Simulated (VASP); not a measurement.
Input of a VASP 6.6.1 run:

INCAR

```
SYSTEM = Re12Se
PREC     = Accurate       ! precision mode
ENCUT    = 520            ! plane-wave cutoff, eV
EDIFF    = 1E-6           ! SCF threshold, eV
ISMEAR   = -1             ! smearing method
SIGMA    = 0.1            ! smearing width, eV
LREAL    = .False.        ! projectors in reciprocal space
LASPH    = .True.         ! aspherical terms in the spheres
NELM     = 100            ! most SCF steps
ALGO     = Fast           ! electronic algorithm
ISIF     = 2              ! what is computed and relaxed
LWAVE    = .False.        ! write WAVECAR
LCHARG   = .False.        ! write CHGCAR
GGA      = PE             ! functional
NBANDS   = 57             ! bands
```

File KPOINTS:

```
regular mesh
0
Gamma
  3 3 1
  0 0 0
```

File POSCAR:

```
Re12Se
1.0
    5.5200000000      0.0000000000      0.0000000000
    2.7600000000      4.7804600000      0.0000000000
    0.0000000000      0.0000000000     15.4574000000
Re Se
12 1
Direct
    0.0000000000      0.0000000000      0.0646939330
    0.5000000000      0.0000000000      0.0646939330
    0.0000031378      0.4999937245      0.0646939330
    0.5000031378      0.4999937245      0.0646939330
   -0.1432803216      0.3030461504      0.2103587926
    0.3182739542      0.3506984683      0.1972518017
   -0.2137380527      0.8358819026      0.2058172785
    0.3015417849      0.8403584592      0.2045945631
    0.0696781681     -0.0265664810      0.3597629614
    0.5461367775     -0.1177083377      0.3612767995
    0.0810864127      0.4628634065      0.3425608446
    0.4937939676      0.4254193111      0.3687360099
    0.6895748626      0.0586763617      0.4835289247
```

Potentials or basis: VASP PAW PBE potentials, release 64 (Re, Se).

Run with:

```console
$ cat potpaw_PBE.64/Re/POTCAR potpaw_PBE.64/Se/POTCAR > POTCAR
$ mpirun -np 1 vasp_std > vasp.out
```

Predict the band gap on the k mesh.

none (metal or under the smearing width).

Estimate the largest force.

4.734 eV/Å.

Forces on the atoms (eV/Å):
```
Re  -0.325  0.094  0.731
Re  -0.323 -0.134 -0.045
Re  -0.533  0.020  0.599
Re   0.216  0.130  0.546
Re  -1.951  1.284 -0.651
Re   0.903 -0.857  0.048
Re   1.713 -0.204  0.067
Re   1.045 -1.246 -0.940
Re  -1.946  0.373  0.165
Re   0.567 -0.053 -0.998
Re  -4.704 -0.322  0.430
Re   4.389  0.612 -0.193
Se   0.950  0.303  0.241
```

Caveat: the k mesh is coarse (spacing up to 0.44 Å⁻¹), so the values aren't converged. The run has no spin-orbit coupling, so splittings on Re are missing.
